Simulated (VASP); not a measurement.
# BeSi (Pm-3m) in VASP: reference runs

How does BeSi come out in PBE? The cell is run as given.

Program: VASP 6.6.1. These are calculated values, not measurements. Logs are shortened: lines on timing, memory, paths and dates and some standing lists are left out, and cuts for length are marked.

### Step 1. The crystal as given

It takes space group Pm-3m (No. 221, cubic). Conventional cell: a = 2.966 Å, b = 2.966 Å, c = 2.966 Å, α = 90.00°, β = 90.00°, γ = 90.00°. Be (site symmetry m-3m) is surrounded by 8 Si at 2.57 Å. Si (site symmetry m-3m) has 8 Be at 2.57 Å as nearest neighbours.

The cell was built by a generator and needn't be a form met in nature.

### Step 2. Single point, PBE

Input file INCAR:

```
PREC     = Accurate       # precision mode
ENCUT    = 520            # plane-wave cutoff, eV
EDIFF    = 1E-7           # SCF threshold, eV
ISMEAR   = -1             # smearing method
SIGMA    = 0.05           # smearing width, eV
LREAL    = False          # projectors in reciprocal space
LASPH    = True           # aspherical terms in the spheres
NELM     = 80             # most SCF steps
ALGO     = Normal         # electronic algorithm
ISIF     = 2              # what is computed and relaxed
LWAVE    = False          # write WAVECAR
LCHARG   = True           # write CHGCAR
GGA      = PE             # functional
LELF     = True           # ELF
LVHAR    = True         
NBANDS   = 10             # bands
```

Input file KPOINTS:

```
Automatic mesh
0
Gamma
  9 9 9
```

Input file POSCAR:

```
BeSi
1.0
    2.9658259100      0.0000000000      0.0000000000
    0.0000000000      2.9658259100      0.0000000000
    0.0000000000      0.0000000000      2.9658259100
Be Si
1 1
Direct
    0.5000000000      0.5000000000      0.5000000000
    0.0000000000      0.0000000000      0.0000000000
```

Potentials or basis: VASP PAW PBE potentials, release 64 (Be, Si).

Started as:

```
$ cat potpaw_PBE.64/Be/POTCAR potpaw_PBE.64/Si/POTCAR > POTCAR
$ mpirun -np 1 vasp_std > vasp.out
```

OUTCAR:

```text
PREC = Accurate
   ENCUT = 520
   EDIFF = 1E-7
   ISMEAR = -1
   LREAL = False
   LASPH = True
   NELM = 80
   ISIF = 2
   GGA = PE

 ion  position               nearest neighbor table
   1  0.500  0.500  0.500-   2 2.57   2 2.57   2 2.57   2 2.57   2 2.57   2 2.57   2 2.57   2 2.57

   2  0.000  0.000  0.000-   1 2.57   1 2.57   1 2.57   1 2.57   1 2.57   1 2.57   1 2.57   1 2.57

  LATTYP: Found a simple cubic cell.
 ALAT       =     2.9658259100

  Lattice vectors:

 A1 = (   2.9658259100,   0.0000000000,   0.0000000000)
 A2 = (   0.0000000000,   2.9658259100,   0.0000000000)
 A3 = (   0.0000000000,   0.0000000000,   2.9658259100)

Analysis of symmetry for initial positions (statically):
=====================================================================
 Subroutine PRICEL returns:
 Original cell was already a primitive cell.

 Routine SETGRP: Setting up the symmetry group for a
 simple cubic supercell.

 Subroutine GETGRP returns: Found 48 space group operations
 (whereof 48 operations were pure point group operations)
 out of a pool of 48 trial point group operations.

The static configuration has the point symmetry O_h .

Analysis of symmetry for dynamics (positions and initial velocities):
=====================================================================
 Subroutine PRICEL returns:
 Original cell was already a primitive cell.

 Routine SETGRP: Setting up the symmetry group for a
 simple cubic supercell.

 Subroutine GETGRP returns: Found 48 space group operations
 (whereof 48 operations were pure point group operations)
 out of a pool of 48 trial point group operations.

The dynamic configuration has the point symmetry O_h .

 Subroutine INISYM returns: Found 48 space group operations
 (whereof 48 operations are pure point group operations),
 and found     1 'primitive' translations

----------------------------------------------------------------------------------------

                                     Primitive cell

  volume of cell :      26.0878

  direct lattice vectors                    reciprocal lattice vectors
     2.965825910  0.000000000  0.000000000     0.337174207  0.000000000  0.000000000
     0.000000000  2.965825910  0.000000000     0.000000000  0.337174207  0.000000000
     0.000000000  0.000000000  2.965825910     0.000000000  0.000000000  0.337174207

  length of vectors
     2.965825910  2.965825910  2.965825910     0.337174207  0.337174207  0.337174207

  position of ions in fractional coordinates (direct lattice)
     0.500000000  0.500000000  0.500000000
     0.000000000  0.000000000  0.000000000

  ion indices of the primitive-cell ions
   primitive index   ion index
                 1           1
                 2           2

----------------------------------------------------------------------------------------

 KPOINTS: Automatic mesh

Automatic generation of k-mesh.
 Grid dimensions read from file:
 generate k-points for:    9    9    9

 Generating k-lattice:

  Cartesian coordinates                     Fractional coordinates (reciprocal lattice)
     0.037463801  0.000000000  0.000000000     0.111111111  0.000000000  0.000000000
     0.000000000  0.037463801  0.000000000     0.000000000  0.111111111  0.000000000
     0.000000000  0.000000000  0.037463801     0.000000000  0.000000000  0.111111111

  Length of vectors
     0.037463801  0.037463801  0.037463801

  Shift w.r.t. Gamma in fractional coordinates (k-lattice)
     0.000000000  0.000000000  0.000000000

 Subroutine IBZKPT returns following result:
 ===========================================

 Found     35 irreducible k-points:

 Following reciprocal coordinates:
            Coordinates               Weight
  0.000000  0.000000  0.000000      1.000000
  0.111111  0.000000  0.000000      6.000000
  0.222222  0.000000  0.000000      6.000000
  0.333333  0.000000  0.000000      6.000000
  0.444444  0.000000  0.000000      6.000000
  0.111111  0.111111  0.000000     12.000000
[... 16 lines left out ...]
  0.333333  0.333333  0.111111     24.000000
  0.444444  0.333333  0.111111     48.000000
 [... further k-points ...]
   k-points           NKPTS =     35   k-points in BZ     NKDIM =     35   number of bands    NBANDS=     10
   number of dos      NEDOS =    301   number of ions     NIONS =      2
   total plane-waves  NPLWV =  13824
   dimension x,y,z NGX =    24 NGY =   24 NGZ =   24
   dimension x,y,z NGXF=    48 NGYF=   48 NGZF=   48
   ions per type =               1   1
   NGX,Y,Z   is equivalent  to a cutoff of  13.45, 13.45, 13.45 a.u.
   NGXF,Y,Z  is equivalent  to a cutoff of  26.91, 26.91, 26.91 a.u.
 SYSTEM =  unknown system
   PREC   = accura    normal or accurate (medium, high low for compatibility)
   ISTART =      0    job   : 0-new  1-cont  2-samecut
   ICHARG =      2    charge: 1-file 2-atom 10-const
   ISPIN  =      1    spin polarized calculation?
   LNONCOLLINEAR =      F non collinear calculations
   LSORBIT =      F    spin-orbit coupling
   LASPH  =      T    aspherical Exc in radial PAW
   ENCUT  =  520.0 eV  38.22 Ry    6.18 a.u.   5.51  5.51  5.51*2*pi/ulx,y,z
   NELM   =     80;   NELMIN=  2; NELMDL= -5     # of ELM steps
   EDIFF  = 0.1E-06   stopping-criterion for ELM
   LREAL  =      F    real-space projection
   EDIFFG = 0.1E-05   stopping-criterion for IOM
   NSW    =      0    number of steps for IOM
   IBRION =     -1    ionic relax: 0-MD 1-quasi-New 2-CG
   NFREE  =      0    steps in history (QN), initial steepest desc. (CG)
   ISIF   =      2    stress and relaxation
   ISYM   =      2    0-nonsym 1-usesym 2-fastsym
   POTIM  = 0.5000    time-step for ionic-motion
   TEBEG  =    0.0;   TEEND  =   0.0 temperature during run
   PSTRESS=    0.0 pullay stress
   NELECT =       6.0000    total number of electrons
   NUPDOWN=      -1.0000    fix difference up-down
   EMIN   =  10.00;   EMAX   =-10.00  energy-range for DOS
   EFERMI =   0.00;   METHOD = LEGACY
   ISMEAR =    -1;   SIGMA  =   0.05  broadening in eV -4-tet -1-fermi 0-gaus
   EFERMI_NEDOS =   21; number of points for ismear=-14 and -15
   IALGO  =     38    algorithm
   IMIX   =      4    mixing-type and parameters
     AMIX     =   0.40;   BMIX     =  1.00
     AMIX_MAG =   1.60;   BMIX_MAG =  1.00
  volume/ion in A,a.u.               =      13.04        88.02
  Fermi-wavevector in a.u.,A,eV,Ry     =   1.003028  1.895448 13.688339  1.006065
  Thomas-Fermi vector in A             =   2.135553
   LORBIT       =      0    0 simple, 1 ext, 2 COOP (PROOUT), +10 PAW based schemes
   GGA     = PE    functional components
   LHFCALC =     F    Hartree Fock is set to
   AEXX    =    0.0000 exact exchange contribution
   IVDW    =     0    specifies the selected vdW correction
   LEPSILON=     F    determine dielectric tensor
   LRPA    =     F    only Hartree local field effects (RPA)
 non-spin polarized calculation
  energy-cutoff  :      520.00
  volume of cell :       26.09
 maximum number of plane-waves:       739
 NGX is ok and might be reduce to    24
   NGX = 11   NGY = 11   NGZ = 11

 number of electron       6.0000000 magnetization

 Free energy of the ion-electron system (eV)
  ---------------------------------------------------
  ext. energy  EPLUGINS =         0.00000000
  ---------------------------------------------------
  free energy    TOTEN  =        -7.98879238 eV

  energy without entropy =       -7.97761242  energy(sigma->0) =       -7.98320240

 E-fermi :   7.5981     XC(G=0): -10.4232

 val. band max:        7.5657008218   @ k =   0.1111   0.1111   0.0000
 cond. band min:       7.6464667086   @ k =   0.4444   0.3333   0.1111
 fundamental gap:      0.0807658869
 Fermi energy:         7.5980798816

 k-point     1 :       0.0000    0.0000    0.0000
  band No.  band energies     occupation
      1      -4.9738      2.00000
      2       8.8608      0.00000
      3       8.8608      0.00000
      4       8.8608      0.00000
      5      12.2078      0.00000
      6      12.2078      0.00000
      7      13.9507      0.00000
      8      20.5781      0.00000
      9      20.5781      0.00000
     10      20.5781      0.00000

 k-point     2 :       0.1111    0.0000    0.0000
  band No.  band energies     occupation
      1      -4.7878      2.00000
      2       7.0777      1.99994
      3       9.0483      0.00000
      4       9.0483      0.00000
      5      12.3988      0.00000
      6      13.3932      0.00000
      7      14.9469      0.00000
      8      19.5604      0.00000
      9      19.5604      0.00000
     10      20.1621      0.00000

 k-point     3 :       0.2222    0.0000    0.0000
  band No.  band energies     occupation
      1      -4.2365      2.00000
      2       4.5231      2.00000
      3       9.6098      0.00000
      4       9.6098      0.00000
      5      12.9600      0.00000
      6      13.9072      0.00000
      7      17.5293      0.00000
      8      17.5293      0.00000
      9      17.9555      0.00000
     10      19.4323      0.00000

 k-point     4 :       0.3333    0.0000    0.0000
  band No.  band energies     occupation
      1      -3.3519      2.00000
      2       2.2220      2.00000
      3      10.5407      0.00000
      4      10.5407      0.00000
      5      13.8331      0.00000
      6      14.3672      0.00000
      7      15.3998      0.00000
      8      15.3998      0.00000
      9      17.9871      0.00000
     10      20.5160      0.00000

 k-point     5 :       0.4444    0.0000    0.0000
  band No.  band energies     occupation
      1      -2.3159      2.00000
      2       0.4660      2.00000
      3      11.8302      0.00000
      4      11.8302      0.00000
      5      13.4694      0.00000
      6      13.4694      0.00000
      7      14.7497      0.00000
      8      14.7784      0.00000
      9      17.2928      0.00000
     10      18.7771      0.00000

 k-point     6 :       0.1111    0.1111    0.0000
  band No.  band energies     occupation
      1      -4.6015      2.00000
      2       6.9946      1.99999
      3       7.5657      1.31293
      4       9.2356      0.00000
      5      13.0634      0.00000
      6      14.8161      0.00000
      7      15.1579      0.00000
      8      18.2650      0.00000
      9      19.0791      0.00000
     10      20.2049      0.00000
[... 183 lines left out ...]
 k-point    21 :       0.3333    0.2222    0.1111
  band No.  band energies     occupation
      1      -2.4054      2.00000
      2       3.0490      2.00000
      3       6.4119      2.00000
      4       9.5290      0.00000
      5      11.5586      0.00000
      6      14.3113      0.00000
      7      16.7216      0.00000
      8      17.1755      0.00000
      9      19.4214      0.00000
     10      22.2331      0.00000

 k-point    22 :       0.4444    0.2222    0.1111
  band No.  band energies     occupation
      1      -1.3304      2.00000
      2       1.2839      2.00000
      3       7.4919      1.78638
      4       9.6873      0.00000
      5      10.7484      0.00000
      6      12.6275      0.00000
      7      17.2128      0.00000
      8      17.6506      0.00000
      9      19.7382      0.00000
     10      21.8742      0.00000

 k-point    23 :       0.3333    0.3333    0.1111
  band No.  band energies     occupation
      1      -1.4885      2.00000
      2       3.4480      2.00000
      3       4.5360      2.00000
      4       9.2747      0.00000
      5      10.5074      0.00000
      6      14.7462      0.00000
      7      15.6611      0.00000
      8      17.0588      0.00000
      9      20.4500      0.00000
     10      22.0672      0.00000

 k-point    24 :       0.4444    0.3333    0.1111
  band No.  band energies     occupation
      1      -0.3641      2.00000
      2       2.0401      2.00000
      3       5.0948      2.00000
      4       7.6465      0.55066
      5      11.5781      0.00000
      6      13.4414      0.00000
      7      16.2173      0.00000
      8      16.9942      0.00000
      9      20.0177      0.00000
     10      21.7987      0.00000

 [... further k-points ...]

------------------------ aborting loop because EDIFF is reached ----------------------------------------

  FORCE on cell =-STRESS in cart. coord.  units (eV):
  Direction    XX          YY          ZZ          XY          YZ          ZX
  --------------------------------------------------------------------------------------
  -------------------------------------------------------------------------------------
  Total       -1.4448768     -1.4448768     -1.4448768     -0.0000000     -0.0000000      0.0000000
  in kB      -88.7369370    -88.7369370    -88.7369370     -0.0000000     -0.0000000      0.0000000
  external PRESSURE =     -88.7369370 kB  Pullay stress =       0.0000000 kB

 VOLUME and BASIS-vectors are now :
 -----------------------------------------------------------------------------
  energy-cutoff  :      520.00
  volume of cell :       26.09
      direct lattice vectors                 reciprocal lattice vectors
     2.965825910  0.000000000  0.000000000     0.337174207  0.000000000  0.000000000
     0.000000000  2.965825910  0.000000000     0.000000000  0.337174207  0.000000000
     0.000000000  0.000000000  2.965825910     0.000000000  0.000000000  0.337174207

 POSITION                                       TOTAL-FORCE (eV/Angst)
 -----------------------------------------------------------------------------------
      1.48291      1.48291      1.48291         0.000000      0.000000      0.000000
      0.00000      0.00000      0.00000         0.000000      0.000000      0.000000
 -----------------------------------------------------------------------------------
    total drift:                               -0.000000      0.000000      0.000000

  FREE ENERGIE OF THE ION-ELECTRON SYSTEM (eV)
  ---------------------------------------------------
  free  energy   TOTEN  =        -7.9887923789 eV

  energy  without entropy=       -7.9776124220  energy(sigma->0) =       -7.98320240
```

Run time: 8.1 s. Hardware: 1 thread of AMD EPYC 7R43 (Zen 3), shared host; peak memory 0.09 GiB.

What came out:

- Free energy: -7.9888 eV
- Pressure: -8.9 GPa
- Band gap on the k mesh: none (metal or under the smearing width)

Levels at points of the mesh, in eV from the Fermi level:
| k point | band 1 | band 2 | band 3 | band 4 | band 5 | band 6 | band 7 | band 8 |
| --- | --- | --- | --- | --- | --- | --- | --- | --- |
| (0.00, 0.00, 0.00) | -12.57 | 1.26 | 1.26 | 1.26 | 4.61 | 4.61 | 6.35 | 12.98 |
